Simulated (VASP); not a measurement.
VASP ran on this input.

**INCAR**
```
# general
SYSTEM  = Au
PREC    = Accurate
ENCUT   = 300   # plane-wave cut-off (eV)
LREAL   = .FALSE.
LASPH   = .TRUE.

# electronic loop
EDIFF   = 1E-6   # SCF stop (eV)
NELM    = 100   # most electronic steps
ALGO    = Normal
LMAXMIX = 6

# smearing
ISMEAR  = 0
SIGMA   = 0.2   # width (eV)

# functional
GGA     = PE   # PBE

# ions
ISIF    = 2

# output
LWAVE   = .FALSE.
LCHARG  = .FALSE.
```

**POSCAR**
```
Au
1
    2.9029440000     0.0000000000     0.0000000000
   -2.9029440000     2.9029440000     0.0000000000
    0.0000000000     0.0000000000    20.2569000000
Au
4
Direct
  0.0000000000   0.0000000000   0.4485190000
  1.0000000000   0.5000000000   0.3455610000
  0.0000000000   0.0000000000   0.6544390000
  1.0000000000   0.5000000000   0.5514810000
```

### KPOINTS
```
Automatic mesh
0
Gamma
16 16 1
0 0 0
```

POTCAR, in this order: Au (PBE.64 set). Program: vasp_std.

**Question.** Translate this PBE calculation to Quantum ESPRESSO's pw.x.

**Answer.** One equivalent input (not run):
```
&CONTROL
  calculation = 'scf'
  pseudo_dir = './pseudo'
  outdir = './out'
  tprnfor = .true.
  tstress = .true.
/
&SYSTEM
  ibrav = 0
  nat = 4
  ntyp = 1
  ecutwfc = 76
  occupations = 'smearing'
  smearing = 'gaussian'
  degauss = 0.0147
  input_dft = 'pbe'
/
&ELECTRONS
  conv_thr = 7.3e-08
  electron_maxstep = 100
/
ATOMIC_SPECIES
  Au 196.967 Au.upf
CELL_PARAMETERS angstrom
     2.9029440    0.0000000    0.0000000
    -2.9029440    2.9029440    0.0000000
     0.0000000    0.0000000   20.2569000
ATOMIC_POSITIONS crystal
  Au   0.0000000  0.0000000  0.4485190
  Au   1.0000000  0.5000000  0.3455610
  Au   0.0000000  0.0000000  0.6544390
  Au   1.0000000  0.5000000  0.5514810
K_POINTS automatic
  16 16 1 0 0 0
```
The two are equivalent in intent, not identical: the potentials are each code's own (VASP's PAW set, PseudoDojo norm-conserving files in pw.x), so ENCUT and ecutwfc are chosen apart and not converted; conv_thr bounds pw.x's estimated SCF error, while EDIFF bounds the energy change between steps.

The cell is a sheet with vacuum, built from a database entry that may be metastable or hypothetical.
